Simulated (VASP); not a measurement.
## Driving VASP from ASE on YC2

Do ASE scripts that read YC2 from different structure formats give one answer, and do several routes find one equilibrium volume? All runs use r2SCAN. Left out of this account: at least 1 further run (self-consistent run: a reference on another mesh). The start is a cell from a database of measured crystal structures.

Method: r2SCAN; plane waves and PAW (Y_sv, C), in VASP 6.6.1.

## (1) Starting point

Symmetry: I4/mmm, No. 139, tetragonal system. Conventional cell: a = 3.677 Å, b = 3.677 Å, c = 6.188 Å, α = 90.00°, β = 90.00°, γ = 90.00°. Nearest to Y lie 10 C at 2.44 to 2.68 Å. Nearest to C lie 1 C at 1.30 Å and 5 Y at 2.44 to 2.68 Å. Farther neighbours are not listed.

Structure file:

```xyz
3
Lattice="-1.8385 1.8385 3.0941 1.8385 -1.8385 3.0941 1.8385 1.8385 -3.0941" Properties=species:S:1:pos:R:3 pbc="T T T"
Y     0.0000    0.0000    0.0000
C     0.0000    0.0000    2.4450
C     0.0000    0.0000    3.7432
```

## (2) Total energy, forces and stress (r2SCAN, through ASE)

A single point through ASE, with the structure typed into the script.

The input, run.py:

```python
import numpy as np
from ase.calculators.vasp import Vasp
from ase import Atoms
from ase.dft.bandgap import bandgap

atoms = Atoms(['Y', 'C', 'C'],
              cell=[[-1.83855, 1.83855, 3.0941], [1.83855, -1.83855, 3.0941], [1.83855, 1.83855, -3.0941]],
              scaled_positions=[[0.0, 0.0, 0.0], [0.3951, 0.3951, 0.0], [0.6049, 0.6049, 0.0]],
              pbc=True)

calc = Vasp(
    xc='r2scan',
    pp='PBE',
    prec='Accurate',
    encut=520,
    ediff=1e-06,
    nelm=100,
    ismear=-1,
    sigma=0.05,
    lreal=False,
    algo='Normal',
    lasph=True,
    nbands=15,
    lorbit=11,
    lwave=False,
    lcharg=False,
    kpar=4,
    isif=2,
    pp_version='64',
    setups={'Y': '_sv', 'C': ''},
    kpts=(11, 11, 11),
    gamma=True,
    txt='vasp.out',
)
atoms.calc = calc

print("energy (eV):", round(atoms.get_potential_energy(), 6))
print("Fermi level (eV):", round(calc.get_fermi_level(), 4))
print("forces (eV/A):")
print(np.round(atoms.get_forces(), 4))
print("stress (GPa, Voigt, tension positive):", np.round(atoms.get_stress() * 160.21766, 3))
gap, p1, p2 = bandgap(calc, direct=False)
print("gap on the mesh (eV):", round(gap, 4))
```

PAW data sets: Y_sv and C (PBE family, release 64).

On the command line:

```
$ export ASE_VASP_COMMAND="mpirun -np 4 vasp_std"
$ python run.py
```

What it wrote:

```text
energy (eV): -41.291176
Fermi level (eV): 5.1883
forces (eV/A):
[[-0.    -0.     0.   ]
 [ 0.     0.     0.175]
 [-0.    -0.    -0.175]]
stress (GPa, Voigt, tension positive): [ 0.102  0.102  1.085 -0.    -0.    -0.   ]
gap on the mesh (eV): 0.0
```

Elapsed: 65 s, on 4 MPI ranks of Intel Xeon Platinum 8488C (Sapphire Rapids), shared host; peak memory 0.94 GiB; 4.2 min of CPU time.

The logs omit lines about the potential files and the build; timing stands in the text.

ASE turned this into the INCAR:

```
ENCUT = 520.000000
SIGMA = 0.050000
EDIFF = 1.00e-06
ALGO = Normal
METAGGA = R2SCAN
PREC = Accurate
ISIF = 2
ISMEAR = -1
KPAR = 4
LORBIT = 11
NBANDS = 15
NELM = 100
LASPH = .TRUE.
LCHARG = .FALSE.
LWAVE = .FALSE.
LREAL = .FALSE.
```

ASE turned this into the KPOINTS:

```
KPOINTS created by Atomic Simulation Environment
0
Gamma
11 11 11
0 0 0
```

VASP's own log, vasp.out:

```text
[banner, memory and clock lines left out]
running    4 mpi-ranks, on    1 nodes
 distrk:  each k-point on    1 cores,    4 groups
 distr:  one band on    1 cores,    1 groups

 POSCAR found type information on POSCAR Y C
 POSCAR found :  2 types and       3 ions
|                                                                             |
|               ----> ADVICE to this user running VASP <----                  |
|                                                                             |
|     You enforced a specific xc type in the INCAR file but a different       |
|     [... a line on the potential file left out ...]
|     I HOPE YOU KNOW WHAT YOU ARE DOING!                                     |
|                                                                             |

 LDA part: xc-table for (None), standard interpolation
 POSCAR, INCAR and KPOINTS ok, starting setup
 FFT: planning ... GRIDC
 FFT: planning ... GRID_SOFT
 FFT: planning ... GRID
 WAVECAR not read
 entering main loop
       N       E                     dE             d eps       ncg     rms          rms(c)
DAV:   1     0.427957942355E+02    0.42796E+02   -0.99272E+03  3780   0.122E+03
DAV:   2    -0.454256339694E+02   -0.88221E+02   -0.85183E+02  4925   0.246E+02
DAV:   3    -0.492894052963E+02   -0.38638E+01   -0.38401E+01  5632   0.439E+01
DAV:   4    -0.493929682679E+02   -0.10356E+00   -0.10350E+00  4914   0.675E+00
DAV:   5    -0.493949297312E+02   -0.19615E-02   -0.19612E-02  5402   0.764E-01    0.270E+01
DAV:   6    -0.414572159986E+02    0.79377E+01   -0.71500E+00  5397   0.207E+01    0.220E+01
DAV:   7    -0.412915443033E+02    0.16567E+00   -0.30280E+00  4845   0.109E+01    0.136E+01
DAV:   8    -0.413796795983E+02   -0.88135E-01   -0.10932E+00  4137   0.594E+00    0.386E+00
DAV:   9    -0.412920572613E+02    0.87622E-01   -0.40532E-01  4235   0.347E+00    0.283E-01
DAV:  10    -0.412934829727E+02   -0.14257E-02   -0.14966E-02  4976   0.917E-01    0.672E-01
DAV:  11    -0.412935025212E+02   -0.19549E-04   -0.75079E-04  4947   0.239E-01    0.207E-01
DAV:  12    -0.412933110294E+02    0.19149E-03   -0.75707E-04  4294   0.157E-01    0.188E-02
DAV:  13    -0.412933113387E+02   -0.30926E-06   -0.38446E-05  5245   0.501E-02    0.124E-02
DAV:  14    -0.412933107005E+02    0.63813E-06   -0.27747E-06  4564   0.102E-02
   1 F= -.41293311E+02 E0= -.41291176E+02  d E =-.426892E-02
```

From OUTCAR (step 2):

```text
ion  position               nearest neighbor table
   1  0.000  0.000  0.000-   2 2.44   3 2.44   3 2.68   3 2.68   2 2.68   2 2.68   3 2.68   3 2.68
                             2 2.68   2 2.68
   2  0.395  0.395  0.000-   3 1.30   1 2.44   1 2.68   1 2.68   1 2.68   1 2.68
   3  0.605  0.605  0.000-   2 1.30   1 2.44   1 2.68   1 2.68   1 2.68   1 2.68

  LATTYP: Found a body centered tetragonal cell.
 ALAT       =     3.6771000000
 C/A-ratio  =     1.6829022871

 Subroutine GETGRP returns: Found 16 space group operations
 (whereof 16 operations were pure point group operations)

The static configuration has the point symmetry D_4h.

 Found    126 irreducible k-points:

   k-points           NKPTS =    126   k-points in BZ     NKDIM =    126   number of bands    NBANDS=     15

   dimension x,y,z NGX =    30 NGY =   30 NGZ =   30
   dimension x,y,z NGXF=    60 NGYF=   60 NGZF=   60

   ENCUT  =  520.0 eV  38.22 Ry    6.18 a.u.   7.51  7.51  7.51*2*pi/ulx,y,z

   NELECT =      19.0000    total number of electrons

 k-points in reciprocal lattice and weights: KPOINTS created by Atomic Simulation Env
   0.00000000  0.00000000  0.00000000       0.001
   0.09090909  0.00000000 -0.00000000       0.006
   0.18181818  0.00000000  0.00000000       0.006
   0.27272727  0.00000000  0.00000000       0.006
   0.36363636  0.00000000 -0.00000000       0.006
   0.45454545  0.00000000 -0.00000000       0.006
   0.09090909  0.09090909 -0.00000000       0.006
   0.18181818  0.09090909  0.00000000       0.012
   0.27272727  0.09090909  0.00000000       0.012
[...]
-0.45454545  0.45454545  0.45454545       0.003
  -0.45454545 -0.45454545  0.45454545       0.002

 average (electrostatic) potential at core
       1 -39.8535       2 -51.8761       3 -51.8761

 E-fermi :   5.1883

 k-point     1 :       0.0000    0.0000    0.0000
  band No.  band energies     occupation
    ...
      7      -0.3174      2.00000
      8       1.5560      2.00000
      9       1.5560      2.00000
     10       4.6054      1.99998
     11       4.6054      1.99998
     12       5.7701      0.00002
     13       7.8976      0.00000
     14       8.2918      0.00000
     15      13.4159      0.00000

 k-point     2 :       0.0909    0.0000   -0.0000
  band No.  band energies     occupation
    ...
      7      -0.0456      2.00000
      8       1.3266      2.00000
      9       1.3746      2.00000
     10       4.7270      1.99980
     11       4.7701      1.99953
     12       5.9578      0.00000
     13       8.2021      0.00000
     14       8.5975      0.00000
     15      13.1812      0.00000

 k-point     3 :       0.1818    0.0000    0.0000
  band No.  band energies     occupation
    ...
      7       0.2591      2.00000
      8       0.9174      2.00000
      9       0.9547      2.00000
     10       5.0806      1.79187
     11       5.2241      0.65648
     12       6.4664      0.00000
     13       8.9760      0.00000
     14       9.4069      0.00000
     15      12.2614      0.00000

  Total       -0.0267609     -0.0267609     -0.2833895      0.0000000     -0.0000000      0.0000000
  in kB       -1.0248636     -1.0248636    -10.8529839      0.0000000     -0.0000000      0.0000000
  external PRESSURE =      -4.3009037 kB  Pullay stress =       0.0000000 kB

  energy-cutoff  :      520.00
  volume of cell :       41.84
      direct lattice vectors                 reciprocal lattice vectors
    -1.838550000  1.838550000  3.094100000     0.000000000  0.271953442  0.161597880
     1.838550000 -1.838550000  3.094100000     0.271953442  0.000000000  0.161597880
     1.838550000  1.838550000 -3.094100000     0.271953442  0.271953442  0.000000000

 POSITION                                       TOTAL-FORCE (eV/Angst)
 -----------------------------------------------------------------------------------
      0.00000      0.00000      0.00000        -0.000000     -0.000000      0.000000
      0.00000      0.00000      2.44496         0.000000      0.000000      0.175033
      0.00000      0.00000      3.74324        -0.000000     -0.000000     -0.175033
 -----------------------------------------------------------------------------------
    total drift:                                0.000000      0.000000      0.000000

  FREE ENERGIE OF THE ION-ELECTRON SYSTEM (eV)
  ---------------------------------------------------
  free  energy   TOTEN  =       -41.2933107005 eV

  energy  without entropy=      -41.2890417773  energy(sigma->0) =      -41.29117624

 total charge
# of ion       s       p       d       f       tot
--------------------------------------------------
    1        2.144   6.397   0.962   0.072   9.576
    2        0.931   1.588   0.000   0.000   2.518
    3        0.931   1.588   0.000   0.000   2.518
--------------------------------------------------
tot          4.006   9.572   0.962   0.072  14.613

[... 3 further parts left out ...]
```

This run has no spin polarisation. Its electron count is odd, so without a moment it is a metal by construction. The PAW data sets were made with PBE, which is usual practice but a small mismatch for other functionals.

This step gave:

```
SCF cycles                             : 14
electrons                              : 19
bands                                  : 15
irreducible k-points                   : 126
symmetry operations                    : 16
free energy (TOTEN)                    : -41.29 eV
energy at zero smearing                : -41.29 eV
Fermi energy                           : 5.188 eV
pressure                               : -0.4301 GPa
metallic, judged on the points sampled : yes
```

Force by atom:

```csv
atom,x (eV/Å),y (eV/Å),z (eV/Å),size
Y1,0.000,0.000,0.000,0.000
C2,0.000,0.000,0.175,0.175
C3,0.000,0.000,-0.175,0.175
```

The pressure is -0.43 GPa and the largest force 0.175 eV/Å, so the cell is not at a minimum at these settings.

## (3) Total energy, forces and stress (r2SCAN, through ASE), try 2

System of this step: YC2. The structure is tetragonal, space group I4/mmm (No. 139). Conventional cell: a = 3.677 Å, b = 3.677 Å, c = 6.188 Å, α = 90.00°, β = 90.00°, γ = 90.00°. Nearest to Y lie 10 C at 2.44 to 2.68 Å. Nearest to C lie 1 C at 1.30 Å and 5 Y at 2.44 to 2.68 Å. Farther neighbours are not listed.

The single point through ASE, with the structure read from a CIF with its space group. The file expands to the conventional cell of 6 atoms, on a 6×6×4 mesh.

run.py, as its differences from that of step 2:

```diff
@@ -2,9 +2,6 @@
 from ase.calculators.vasp import Vasp
-from ase import Atoms
+from ase.io import read
 from ase.dft.bandgap import bandgap
 
-atoms = Atoms(['Y', 'C', 'C'],
-              cell=[[-1.83855, 1.83855, 3.0941], [1.83855, -1.83855, 3.0941], [1.83855, 1.83855, -3.0941]],
-              scaled_positions=[[0.0, 0.0, 0.0], [0.3951, 0.3951, 0.0], [0.6049, 0.6049, 0.0]],
-              pbc=True)
+atoms = read('YC2.cif')
 
@@ -22,3 +19,3 @@
     lasph=True,
-    nbands=15,
+    nbands=25,
     lorbit=11,
@@ -30,3 +27,3 @@
     setups={'Y': '_sv', 'C': ''},
-    kpts=(11, 11, 11),
+    kpts=(6, 6, 4),
     gamma=True,
```

The input, YC2.cif:

```cif
data_YC2
_cell_length_a 3.67710000
_cell_length_b 3.67710000
_cell_length_c 6.18820000
_cell_angle_alpha 90.00000000
_cell_angle_beta 90.00000000
_cell_angle_gamma 90.00000000
_space_group_name_H-M_alt 'I4/mmm'
_space_group_name_Hall '-I 4 2'
_space_group_IT_number 139
loop_
_space_group_symop_operation_xyz
'x,y,z'
'-x,-y,-z'
'-y,x,z'
'y,-x,-z'
'-x,-y,z'
'x,y,-z'
'y,-x,z'
'-y,x,-z'
'x,-y,-z'
'-x,y,z'
'-y,-x,-z'
'y,x,z'
'-x,y,-z'
'x,-y,z'
'y,x,-z'
'-y,-x,z'
'x+1/2,y+1/2,z+1/2'
'-x+1/2,-y+1/2,-z+1/2'
'-y+1/2,x+1/2,z+1/2'
'y+1/2,-x+1/2,-z+1/2'
'-x+1/2,-y+1/2,z+1/2'
'x+1/2,y+1/2,-z+1/2'
'y+1/2,-x+1/2,z+1/2'
'-y+1/2,x+1/2,-z+1/2'
'x+1/2,-y+1/2,-z+1/2'
'-x+1/2,y+1/2,z+1/2'
'-y+1/2,-x+1/2,-z+1/2'
'y+1/2,x+1/2,z+1/2'
'-x+1/2,y+1/2,-z+1/2'
'x+1/2,-y+1/2,z+1/2'
'y+1/2,x+1/2,-z+1/2'
'-y+1/2,-x+1/2,z+1/2'
loop_
_atom_site_label
_atom_site_type_symbol
_atom_site_symmetry_multiplicity
_atom_site_Wyckoff_symbol
_atom_site_fract_x
_atom_site_fract_y
_atom_site_fract_z
_atom_site_occupancy
Y1 Y 2 a 0.0000000000 0.0000000000 0.0000000000 1
C1 C 4 e 0.0000000000 0.0000000000 0.3951000000 1
```

What it wrote:

```text
energy (eV): -82.550606
Fermi level (eV): 5.2321
forces (eV/A):
[[ 0.      0.      0.    ]
 [-0.     -0.      0.    ]
 [ 0.      0.      0.0876]
 [ 0.     -0.     -0.0876]
 [-0.      0.      0.0876]
 [ 0.     -0.     -0.0876]]
stress (GPa, Voigt, tension positive): [-0.008 -0.008  0.812 -0.     0.    -0.   ]
gap on the mesh (eV): 0.0
```

Wall time 48 s (4 MPI ranks); peak memory 0.85 GiB.

The INCAR that ASE wrote:

```
ENCUT = 520.000000
SIGMA = 0.050000
EDIFF = 1.00e-06
ALGO = Normal
METAGGA = R2SCAN
PREC = Accurate
ISIF = 2
ISMEAR = -1
KPAR = 4
LORBIT = 11
NBANDS = 25
NELM = 100
LASPH = .TRUE.
LCHARG = .FALSE.
LWAVE = .FALSE.
LREAL = .FALSE.
```

The KPOINTS that ASE wrote:

```
KPOINTS created by Atomic Simulation Environment
0
Gamma
6 6 4
0 0 0
```

VASP's own log, vasp.out:

```text
[banner, memory and clock lines left out]
running    4 mpi-ranks, on    1 nodes
 distrk:  each k-point on    1 cores,    4 groups
 distr:  one band on    1 cores,    1 groups

 POSCAR found type information on POSCAR Y C
 POSCAR found :  2 types and       6 ions
 [... a notice as in an earlier step ...]

 LDA part: xc-table for (None), standard interpolation
 POSCAR, INCAR and KPOINTS ok, starting setup
 FFT: planning ... GRIDC
 FFT: planning ... GRID_SOFT
 FFT: planning ... GRID
 WAVECAR not read
 entering main loop
       N       E                     dE             d eps       ncg     rms          rms(c)
DAV:   1     0.141332900027E+03    0.14133E+03   -0.20312E+04  1500   0.152E+03
DAV:   2    -0.833287141464E+02   -0.22466E+03   -0.21945E+03  1835   0.324E+02
DAV:   3    -0.980526982009E+02   -0.14724E+02   -0.14633E+02  2508   0.667E+01
DAV:   4    -0.987634117401E+02   -0.71071E+00   -0.70932E+00  2216   0.123E+01
DAV:   5    -0.987783728090E+02   -0.14961E-01   -0.14958E-01  2294   0.171E+00    0.382E+01
DAV:   6    -0.828552780318E+02    0.15923E+02   -0.15223E+01  1900   0.249E+01    0.303E+01
DAV:   7    -0.826852862514E+02    0.16999E+00   -0.10039E+01  1960   0.158E+01    0.177E+01
DAV:   8    -0.828979607083E+02   -0.21267E+00   -0.57285E+00  1810   0.105E+01    0.853E+00
DAV:   9    -0.825519428568E+02    0.34602E+00   -0.16165E+00  1863   0.548E+00    0.376E-01
DAV:  10    -0.825609663730E+02   -0.90235E-02   -0.84020E-02  2163   0.143E+00    0.120E+00
DAV:  11    -0.825609271791E+02    0.39194E-04   -0.96042E-04  2097   0.215E-01    0.139E+00
DAV:  12    -0.825599902335E+02    0.93695E-03   -0.74483E-03  1840   0.522E-01    0.199E-01
DAV:  13    -0.825600126978E+02   -0.22464E-04   -0.58049E-04  2026   0.160E-01    0.689E-02
DAV:  14    -0.825600202242E+02   -0.75264E-05   -0.77887E-05  2751   0.404E-02    0.190E-02
DAV:  15    -0.825600177058E+02    0.25184E-05   -0.58190E-06  1846   0.135E-02    0.274E-02
DAV:  16    -0.825600151220E+02    0.25838E-05   -0.20773E-06  1479   0.108E-02    0.853E-03
DAV:  17    -0.825600147973E+02    0.32470E-06   -0.45839E-07  1145   0.440E-03
   1 F= -.82560015E+02 E0= -.82550606E+02  d E =-.188178E-01
```

OUTCAR, selected parts (step 3):

```text
  LATTYP: Found a simple tetragonal cell.
 ALAT       =     3.6771000000
 C/A-ratio  =     1.6829022871

The static configuration has the point symmetry D_4h.

 Found     30 irreducible k-points:

   k-points           NKPTS =     30   k-points in BZ     NKDIM =     30   number of bands    NBANDS=     25

   dimension x,y,z NGX =    28 NGY =   28 NGZ =   48
   dimension x,y,z NGXF=    56 NGYF=   56 NGZF=   96

   ENCUT  =  520.0 eV  38.22 Ry    6.18 a.u.   6.84  6.84 11.51*2*pi/ulx,y,z

   NELECT =      38.0000    total number of electrons

 E-fermi :   5.2321

 k-point     1 :       0.0000    0.0000    0.0000
  band No.  band energies     occupation
    ...
     17       1.5602      2.00000
     18       2.0410      2.00000
     19       4.4620      2.00000
     20       4.6089      1.99999
     21       4.6089      1.99999
     22       5.7635      0.00005
     23       7.8949      0.00000
     24       8.2794      0.00000
     25       9.2211      0.00000

 k-point     2 :       0.1667    0.0000    0.0000
  band No.  band energies     occupation
    ...
     16       1.0127      2.00000
     17       1.1101      2.00000
     18       1.8772      2.00000
     19       4.7359      1.99990
     20       4.8682      1.99862
     21       5.3119      0.33737
     22       6.4515      0.00000
     23       8.7532      0.00000
     24       9.2003      0.00000
     25       9.5213      0.00000

  Total        0.0041482      0.0041482     -0.4241610      0.0000000      0.0000000     -0.0000000
  in kB        0.0794318      0.0794318     -8.1220588      0.0000000      0.0000000     -0.0000000
  external PRESSURE =      -2.6543984 kB  Pullay stress =       0.0000000 kB

  energy-cutoff  :      520.00
  volume of cell :       83.67
      direct lattice vectors                 reciprocal lattice vectors
     3.677100000  0.000000000  0.000000000     0.271953442  0.000000000  0.000000000
     0.000000000  3.677100000  0.000000000     0.000000000  0.271953442  0.000000000
     0.000000000  0.000000000  6.188200000     0.000000000  0.000000000  0.161597880

 POSITION                                       TOTAL-FORCE (eV/Angst)
 -----------------------------------------------------------------------------------
      0.00000      0.00000      0.00000         0.000000      0.000000      0.000000
      1.83855      1.83855      3.09410        -0.000000     -0.000000      0.000000
      0.00000      0.00000      2.44496         0.000000      0.000000      0.087603
      0.00000      0.00000      3.74324         0.000000     -0.000000     -0.087603
      1.83855      1.83855      5.53906        -0.000000      0.000000      0.087603
      1.83855      1.83855      0.64914         0.000000     -0.000000     -0.087603
 -----------------------------------------------------------------------------------
    total drift:                               -0.000000      0.000000      0.000000

  FREE ENERGIE OF THE ION-ELECTRON SYSTEM (eV)
  ---------------------------------------------------
  free  energy   TOTEN  =       -82.5600147973 eV

  energy  without entropy=      -82.5411970317  energy(sigma->0) =      -82.55060591

 total charge
# of ion       s       p       d       f       tot
--------------------------------------------------
    1        2.144   6.397   0.958   0.073   9.573
    2        2.144   6.397   0.958   0.073   9.573
    3        0.931   1.588   0.000   0.000   2.519
    4        0.931   1.588   0.000   0.000   2.519
    5        0.931   1.588   0.000   0.000   2.519
    6        0.931   1.588   0.000   0.000   2.519
--------------------------------------------------
tot          8.014  19.147   1.916   0.146  29.224

[... 1 part as in an earlier step ...]

[... 7 further parts left out ...]
```

The k-mesh is coarse for a metal.

This step gave:

```
SCF cycles              : 17
electrons               : 38
bands                   : 25
irreducible k-points    : 30
free energy (TOTEN)     : -82.5600 eV
energy at zero smearing : -82.5506 eV
Fermi energy            : 5.232 eV
pressure                : -0.2654 GPa
```

Force by atom:

```csv
atom,x (eV/Å),y (eV/Å),z (eV/Å),size
Y1,0.0000,0.0000,0.0000,0.0000
Y2,0.0000,0.0000,0.0000,0.0000
C3,0.0000,0.0000,0.0876,0.0876
C4,0.0000,0.0000,-0.0876,0.0876
C5,0.0000,0.0000,0.0876,0.0876
C6,0.0000,0.0000,-0.0876,0.0876
```

The energy lies +5.29 meV an atom from the first script, since this cell and mesh sample the zone at other points.

[end of part 1 of 3]

[Lines on the potential files, build, host, timing and source positions are cut from VASP's logs without a mark.]

[Logs are printed without paths, hosts, clocks, repeated set-up lines and the standing remarks that a program may print on its own settings, such as how far it seeks lower states.]

[Hosts, paths, dates, database ids (printed as entryN), source tags and the programs' standing remarks are cut or masked in the printed files.]

[A measured line is paired with the nearest computed mode of its activity, which favours agreement.]

[In band tables of VASP the shares of atoms and orbitals are scaled to a sum of 1 inside the atoms' spheres.]
